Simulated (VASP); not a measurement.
Input of a VASP 6.6.1 run:

File OsI.cif:

```cif
data_OsI
_cell_length_a 3.90583294
_cell_length_b 5.58248868
_cell_length_c 5.47038967
_cell_angle_alpha 90.00000000
_cell_angle_beta 90.00000000
_cell_angle_gamma 90.00000000
_space_group_name_H-M_alt 'Cmmm'
_space_group_name_Hall '-C 2 2'
_space_group_IT_number 65
loop_
_space_group_symop_operation_xyz
'x,y,z'
'-x,-y,-z'
'-x,-y,z'
'x,y,-z'
'x,-y,-z'
'-x,y,z'
'-x,y,-z'
'x,-y,z'
'x+1/2,y+1/2,z'
'-x+1/2,-y+1/2,-z'
'-x+1/2,-y+1/2,z'
'x+1/2,y+1/2,-z'
'x+1/2,-y+1/2,-z'
'-x+1/2,y+1/2,z'
'-x+1/2,y+1/2,-z'
'x+1/2,-y+1/2,z'
loop_
_atom_site_label
_atom_site_type_symbol
_atom_site_symmetry_multiplicity
_atom_site_Wyckoff_symbol
_atom_site_fract_x
_atom_site_fract_y
_atom_site_fract_z
_atom_site_occupancy
Os1 Os 2 c 0.5000000000 0.0000000000 0.5000000000 1
I1 I 2 a 0.0000000000 0.0000000000 0.0000000000 1
```

The input POSCAR:

```
Os I 
 1.0000000000000000
     3.9058329399999998    0.0000000000000000    0.0000000000000000
     0.0000000000000000    5.5824886800000000    0.0000000000000000
     0.0000000000000000    0.0000000000000000    5.4703896700000003
 Os  I  
   2   2
Cartesian
  1.9529164699999999  0.0000000000000000  2.7351948350000002
  0.0000000000000000  2.7912443400000000  2.7351948350000002
  0.0000000000000000  0.0000000000000000  0.0000000000000000
  1.9529164699999999  2.7912443400000000  0.0000000000000000
```

The input INCAR.step1:

```
SYSTEM = OsI
PREC = Accurate
ENCUT = 520
EDIFF = 1E-6
ISMEAR = 0
SIGMA = 0.05
LREAL = .False.
LASPH = .True.
NELM = 100
ALGO = Normal
ISIF = 2
LWAVE = .False.
LCHARG = .True.
LMAXMIX = 4
GGA = PE
IVDW = 3
NBANDS = 29
```

The input KPOINTS.step1:

```
Automatic mesh
0
Monkhorst
  7 5 5
  0 0 0
```

INCAR.step2

```
SYSTEM = OsI
PREC = Accurate
ENCUT = 520
EDIFF = 1E-6
ISMEAR = 0
SIGMA = 0.05
LREAL = .False.
LASPH = .True.
NELM = 100
ALGO = Normal
ISIF = 2
LWAVE = .False.
LCHARG = .False.
LMAXMIX = 4
GGA = PE
IVDW = 3
NBANDS = 29
ICHARG = 11
```

The input KPOINTS.step2:

```
path GXSYGZURTZ,YT,UX,SR
20
line-mode
reciprocal
 0.0000000000  0.0000000000  0.0000000000  G
-0.5000000000  0.0000000000  0.0000000000  X

-0.5000000000  0.0000000000  0.0000000000  X
-0.5000000000  0.0000000000 -0.5000000000  S

-0.5000000000  0.0000000000 -0.5000000000  S
 0.0000000000  0.0000000000 -0.5000000000  Y

 0.0000000000  0.0000000000 -0.5000000000  Y
 0.0000000000  0.0000000000  0.0000000000  G

 0.0000000000  0.0000000000  0.0000000000  G
 0.0000000000 -0.5000000000  0.0000000000  Z

 0.0000000000 -0.5000000000  0.0000000000  Z
-0.5000000000 -0.5000000000  0.0000000000  U

-0.5000000000 -0.5000000000  0.0000000000  U
-0.5000000000 -0.5000000000 -0.5000000000  R

-0.5000000000 -0.5000000000 -0.5000000000  R
 0.0000000000 -0.5000000000 -0.5000000000  T

 0.0000000000 -0.5000000000 -0.5000000000  T
 0.0000000000 -0.5000000000  0.0000000000  Z

 0.0000000000  0.0000000000 -0.5000000000  Y
 0.0000000000 -0.5000000000 -0.5000000000  T

-0.5000000000 -0.5000000000  0.0000000000  U
-0.5000000000  0.0000000000  0.0000000000  X

-0.5000000000  0.0000000000 -0.5000000000  S
-0.5000000000 -0.5000000000 -0.5000000000  R
```

Potentials or basis: VASP PAW PBE potentials, release 64 (Os_pv, I).

Run with:

```sh
$ ase convert -i cif -o vasp OsI.cif POSCAR
$ cat potpaw_PBE.64/Os_pv/POTCAR potpaw_PBE.64/I/POTCAR > POTCAR
$ cp INCAR.step1 INCAR
$ cp KPOINTS.step1 KPOINTS
$ mpirun -np 1 vasp_std > vasp.out
$ cp INCAR.step2 INCAR
$ cp KPOINTS.step2 KPOINTS
$ mpirun -np 1 vasp_std > vasp.out
```

Question: Estimate the dispersion energy per atom.

Answer: -0.079 eV.

Question: What does it give for the band gap along the path?

Answer: None (metal or under the smearing width).

Levels at the corners of the path, in eV from the Fermi level:
```csv
point,band 18,band 19,band 20,band 21,band 22,band 23,band 24,band 25
Γ,-0.58,-0.47,-0.33,-0.26,-0.15,0.22,0.68,0.90
X,-0.75,-0.56,-0.56,0.22,0.22,1.03,1.03,1.35
X,-0.75,-0.56,-0.56,0.22,0.22,1.03,1.03,1.35
S,-0.80,-0.69,-0.69,-0.04,-0.04,-0.03,-0.03,0.66
S,-0.80,-0.69,-0.69,-0.04,-0.04,-0.03,-0.03,0.66
Y,-0.17,0.16,0.18,0.74,0.90,0.92,1.06,1.50
Y,-0.17,0.16,0.18,0.74,0.90,0.92,1.06,1.50
Γ,-0.58,-0.47,-0.33,-0.26,-0.15,0.22,0.68,0.90
Γ,-0.58,-0.47,-0.33,-0.26,-0.15,0.22,0.68,0.90
Z,-0.55,-0.54,-0.54,-0.34,-0.34,-0.17,-0.17,-0.16
Z,-0.55,-0.54,-0.54,-0.34,-0.34,-0.17,-0.17,-0.16
U,-0.15,0.15,0.15,0.97,0.97,1.08,1.08,1.76
U,-0.15,0.15,0.15,0.97,0.97,1.08,1.08,1.76
R,-0.89,-0.26,-0.26,-0.09,-0.09,0.21,0.21,1.95
R,-0.89,-0.26,-0.26,-0.09,-0.09,0.21,0.21,1.95
T,-0.80,-0.44,-0.44,-0.27,-0.27,0.51,0.51,2.09
T,-0.80,-0.44,-0.44,-0.27,-0.27,0.51,0.51,2.09
Z,-0.55,-0.54,-0.54,-0.34,-0.34,-0.17,-0.17,-0.16
Y,-0.17,0.16,0.18,0.74,0.90,0.92,1.06,1.50
T,-0.80,-0.44,-0.44,-0.27,-0.27,0.51,0.51,2.09
U,-0.15,0.15,0.15,0.97,0.97,1.08,1.08,1.76
X,-0.75,-0.56,-0.56,0.22,0.22,1.03,1.03,1.35
S,-0.80,-0.69,-0.69,-0.04,-0.04,-0.03,-0.03,0.66
R,-0.89,-0.26,-0.26,-0.09,-0.09,0.21,0.21,1.95
```

Caveat: the log is that of the step along the path at fixed density, whose energy, stress, charges and moments have no meaning; atom-pairwise D2, TS and ULG terms overbind metals; spin-orbit coupling is left out, which moves the levels of the heavy elements.
